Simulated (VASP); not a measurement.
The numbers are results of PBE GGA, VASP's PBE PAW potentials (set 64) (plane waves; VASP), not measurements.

Input for VASP

File POSCAR:
```
Tl
1.0
  1.7964967728  -3.1116238010   0.0000000000
  1.7964967728   3.1116238010   0.0000000000
  0.0000000000   0.0000000000   5.6297146276
Tl
2
Direct
  0.3333330000   0.6666670000   0.2500000000
  0.6666670000   0.3333330000   0.7500000000
```

KPOINTS:
```
Automatic mesh
0
Gamma
16 16 8
0 0 0
```

**INCAR**
```
ALGO = Fast
EDIFF = 1E-5
EDIFFG = -0.03
ENCUT = 400
GGA = PE
IBRION = 2
ISIF = 2
ISMEAR = 1
LASPH = .TRUE.
LCHARG = .FALSE.
LMAXMIX = 4
LREAL = .FALSE.
LWAVE = .FALSE.
NELM = 100
NELMIN = 4
NSW = 20
PREC = Normal
SIGMA = 0.1
SYSTEM = Tl
```

POTCAR, in this order: Tl_d (PBE.64 set). Program: vasp_std.

Unless said otherwise, spin-orbit coupling is left out, though it shifts the bands of the heavy elements here.

Task: What does the run give for the energy per atom (σ→0), band gap (on the k-mesh)?

Result: 
```
Quantity                                                     Value
------------------------  ----------------------------------------
energy per atom (σ→0)                               -2.225 eV/atom
band gap (on the k-mesh)  none (metal, semimetal or under 0.01 eV)
```

OSZICAR:
```
...
DAV:   4    -0.449161934226E+01   -0.10390E-01   -0.10390E-01  5639   0.237E+00
DAV:   5    -0.449175223156E+01   -0.13289E-03   -0.13289E-03  5891   0.266E-01    0.230E+00
RMM:   6    -0.445614586681E+01    0.35606E-01   -0.68167E-02  5100   0.197E+00    0.162E+00
RMM:   7    -0.445063309794E+01    0.55128E-02   -0.38198E-02  5100   0.157E+00    0.645E-01
RMM:   8    -0.445018311973E+01    0.44998E-03   -0.32503E-03  5100   0.424E-01    0.620E-02
RMM:   9    -0.445016646885E+01    0.16651E-04   -0.13068E-04  5100   0.950E-02    0.258E-02
RMM:  10    -0.445016897062E+01   -0.25018E-05   -0.13905E-05  3251   0.354E-02
   1 F= -.44501690E+01 E0= -.44503551E+01  d E =-.445017E+01
```

The compound is Tl in the hcp structure. It was relaxed first, which changed the volume by +10 %.
